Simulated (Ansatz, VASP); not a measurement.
# Two plane-wave programs on HfIF3

Contents of INCAR:

```
ALGO     = Normal         # electronic algorithm
EDIFF    = 1E-7           # SCF threshold, eV
ENCUT    = 520            # plane-wave cutoff, eV
GGA      = PE             # functional
ISIF     = 2              # what is computed and relaxed
ISMEAR   = 0              # smearing method
LASPH    = True           # aspherical terms in the spheres
LCHARG   = False          # write CHGCAR
LREAL    = False          # projectors in reciprocal space
LWAVE    = False          # write WAVECAR
NBANDS   = 27             # bands
NELM     = 60             # most SCF steps
PREC     = Accurate       # precision mode
SIGMA    = 0.1            # smearing width, eV
```

The input KPOINTS:

```
k-points
0
Gamma
  4 4 4
```

Contents of POSCAR:

```
HfIF3
1.0
    4.3407030400      0.0000000000      0.0000000000
    0.0000000000      4.3407030400      0.0000000000
    0.0000000000      0.0000000000      4.3407030400
Hf I F
1 1 3
Direct
    0.5000000000      0.5000000000      0.5000000000
    0.0000000000      0.0000000000      0.0000000000
    0.5000000000      0.5000000000      0.0000000000
    0.5000000000      0.0000000000      0.5000000000
    0.0000000000      0.5000000000      0.5000000000
```

Input for Ansatz:

```yaml
crystal:
  lattice:
    - [4.34070304, 0.0, 0.0]
    - [0.0, 4.34070304, 0.0]
    - [0.0, 0.0, 4.34070304]
  atoms:
    - { symbol: Hf, position: [0.5, 0.5, 0.5] }
    - { symbol: I, position: [0.0, 0.0, 0.0] }
    - { symbol: F, position: [0.5, 0.5, 0.0] }
    - { symbol: F, position: [0.5, 0.0, 0.5] }
    - { symbol: F, position: [0.0, 0.5, 0.5] }
basis:
  ecutwfc: 420
kpoints:
  mp_grid: { grid: [4, 4, 4] }
hamiltonian:
  xc: pbe
scf:
  occupations: { method: gaussian, width: 0.1 }
  lower_state_search: "off"
output:
  forces: true
  stress: true
  eigenvalues: true
```

Change from the starting cell: species swapped into the BaTiO3 type (Pm-3m, No. 221).

Alike in both runs: task single point; functional PBE; k mesh 4 × 4 × 4; occupations gaussian, width 0.1 eV; no spin polarisation.

|  | VASP | Ansatz |
| --- | --- | --- |
| version | VASP 6.6.1 | Ansatz 0.2.0 |
| potentials or method | VASP PAW PBE potentials, release 64 (Hf_pv, I, F) | scalar-relativistic, plane waves, PAW |
| plane-wave cutoff (eV) | 520 | 420 |
| valence electrons in the cell | 38 | 64 |

```tsv
	VASP	Ansatz	Ansatz less VASP
gap on the k mesh at the Fermi level (eV)	0.14	0.18	+0.044
least direct gap on the mesh (eV)	0.14	0.18	+0.044
pressure (GPa)	-2.1	-0.6	+1.41
```

The two sets of potentials don't hold the same shells in valence.

Caveats: spin-orbit coupling is left out, which moves the levels of the heavy elements. A k mesh can miss the band edges.
